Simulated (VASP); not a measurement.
Method: LDA (Ceperley-Alder, Perdew-Zunger), VASP's LDA PAW potentials (set 64) (plane waves; VASP).

The input files of a VASP run:

INCAR:
```
SYSTEM  =  MgI2
PREC  =  Accurate; ENCUT  =  400; LREAL  =  .False.
LASPH  =  .True.; ICHARG  =  11
EDIFF  =  1E-7; NELM  =  100; ALGO  =  Normal
LMAXMIX  =  4
ISMEAR  =  0; SIGMA  =  0.05
LWAVE  =  .False.; LCHARG  =  .False.; LORBIT  =  11
```

POSCAR:
```
MgI2
4.0744550
  0.5000000383  -0.8660253714   0.0000000000
  0.5000000383   0.8660253714   0.0000000000
  0.0000000000   0.0000000000   1.6402411735
Mg I
1 2
Cartesian
  1.0000000766   0.0000000000   0.0000000000
  0.5000000383   0.2886757011   0.4059173000
  0.5000000383  -0.2886757011   1.2343238734
```

KPOINTS:
```
k-points along high-symmetry lines
10
Line-mode
Reciprocal
  0.000000   0.000000   0.000000 ! GAMMA
  0.500000   0.000000   0.000000 ! M

  0.500000   0.000000   0.000000 ! M
  0.333333   0.333333   0.000000 ! K

  0.333333   0.333333   0.000000 ! K
  0.000000   0.000000   0.000000 ! GAMMA

  0.000000   0.000000   0.000000 ! GAMMA
  0.000000   0.000000   0.500000 ! A

  0.000000   0.000000   0.500000 ! A
  0.500000   0.000000   0.500000 ! L

  0.500000   0.000000   0.500000 ! L
  0.333333   0.333333   0.500000 ! H

  0.333333   0.333333   0.500000 ! H
  0.000000   0.000000   0.500000 ! A

  0.500000   0.000000   0.500000 ! L
  0.500000   0.000000   0.000000 ! M

  0.333333   0.333333   0.500000 ! H
  0.333333   0.333333   0.000000 ! K
```

POTCAR, in this order: Mg I (LDA.64 set). Program: vasp_std. Read from the step before: CHGCAR.

The resulting files:

File OSZICAR:
```
       N       E                     dE             d eps       ncg     rms          rms(c)
DAV:   1     0.667393493270E+02    0.66739E+02   -0.51733E+03  2160   0.848E+02
DAV:   2    -0.327955004189E+01   -0.70019E+02   -0.64618E+02  3024   0.140E+02
DAV:   3    -0.829975175440E+01   -0.50202E+01   -0.49983E+01  2688   0.441E+01
DAV:   4    -0.839242658655E+01   -0.92675E-01   -0.92655E-01  2856   0.748E+00
DAV:   5    -0.839372729388E+01   -0.13007E-02   -0.13007E-02  2688   0.830E-01
DAV:   6    -0.839378043549E+01   -0.53142E-04   -0.53141E-04  3100   0.139E-01
DAV:   7    -0.839378160845E+01   -0.11730E-05   -0.11729E-05  2684   0.155E-02
DAV:   8    -0.839378167336E+01   -0.64916E-07   -0.64928E-07  2072   0.297E-03
   1 F= -.83937817E+01 E0= -.83937817E+01  d E =-.486692E-13
```

File OUTCAR:
```
 val. band max:        2.8431555459   @ k =   0.0000   0.0000   0.0000

 cond. band min:       6.1514297518   @ k =   0.5000   0.0000   0.3333



 k-point     1 :       0.0000    0.0000    0.0000
  band No.  band energies     occupation
      1      -9.6056      2.00000
      2      -8.7711      2.00000
      3      -1.1367      2.00000
      4       2.2969      2.00000
      5       2.2969      2.00000
      6       2.7358      2.00000
      7       2.7358      2.00000
      8       2.8432      2.00000
      9       6.4469      0.00000
     10       7.4131      0.00000
     11       9.4622      0.00000
     12       9.4622      0.00000

 k-point     2 :       0.0556    0.0000    0.0000
  band No.  band energies     occupation
      1      -9.5870      2.00000
      2      -8.7611      2.00000
      3      -1.1106      2.00000
      4       2.1397      2.00000
      5       2.2464      2.00000
      6       2.5860      2.00000
      7       2.7350      2.00000
      8       2.8303      2.00000
      9       6.6198      0.00000
     10       7.5674      0.00000
     11       9.2339      0.00000
     12       9.5184      0.00000

 k-point     3 :       0.1111    0.0000    0.0000
  band No.  band energies     occupation
      1      -9.5323      2.00000
      2      -8.7322      2.00000
      3      -1.0337      2.00000
      4       1.7291      2.00000
      5       2.1182      2.00000
      6       2.2189      2.00000
      7       2.7187      2.00000
      8       2.7893      2.00000
      9       7.0251      0.00000
     10       7.9232      0.00000
     11       8.8919      0.00000
     12       9.6669      0.00000

 k-point     4 :       0.1667    0.0000    0.0000
  band No.  band energies     occupation
      1      -9.4447      2.00000
      2      -8.6886      2.00000
      3      -0.9112      2.00000
      4       1.1915      2.00000
      5       1.7601      2.00000
      6       1.9508      2.00000
      7       2.6728      2.00000
...
```

The density is held fixed in this step, so its total energy and stress have no physical meaning. Unless said otherwise, spin-orbit coupling is left out, though it shifts the bands of the heavy elements here.

The compound is MgI2 in the 1T layered structure. It was relaxed first, which changed the volume by -6 %.
